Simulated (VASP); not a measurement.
Input:

```yaml
crystal:
  lattice:
    - [4.12722, 0.00000, 0.00000]
    - [-2.06361, 3.57428, 0.00000]
    - [0.00000, 0.00000, 32.48523]
  atoms:
    - { symbol: Bi, position: [0.33333, 0.66667, 0.29386] }
    - { symbol: Bi, position: [0.00000, 0.00000, 0.58787] }
    - { symbol: Bi, position: [0.00000, 0.00000, 0.41213] }
    - { symbol: Bi, position: [0.66667, 0.33333, 0.70614] }
    - { symbol: Se, position: [0.00000, 0.00000, 0.24592] }
    - { symbol: Se, position: [0.66667, 0.33333, 0.35312] }
    - { symbol: Se, position: [0.33333, 0.66667, 0.46050] }
    - { symbol: Se, position: [0.66667, 0.33333, 0.53950] }
    - { symbol: Se, position: [0.33333, 0.66667, 0.64688] }
    - { symbol: Se, position: [0.00000, 0.00000, 0.75408] }
```

Computed with PBEsol GGA, VASP's PBE PAW potentials (set 64) (plane waves; VASP). Settings: PREC = Normal, 400 eV cut-off, 12×12×1 Γ-centred mesh, Gaussian smearing of 0.050 eV, potentials Bi_d Se.

Unless said otherwise, spin-orbit coupling is left out, though it shifts the bands of the heavy elements here.

Q: Predict the energy per atom (σ→0), band gap (on the k-mesh) with the smallest direct gap where there is one.

A: 
The band gap (on the k-mesh) is 0.46 eV and the smallest direct gap (on the k-mesh) is 0.46 eV. The energy per atom (σ→0) is -4.400 eV/atom.

The cell is a sheet with vacuum, built from Bi2Se3 (tetradymite).
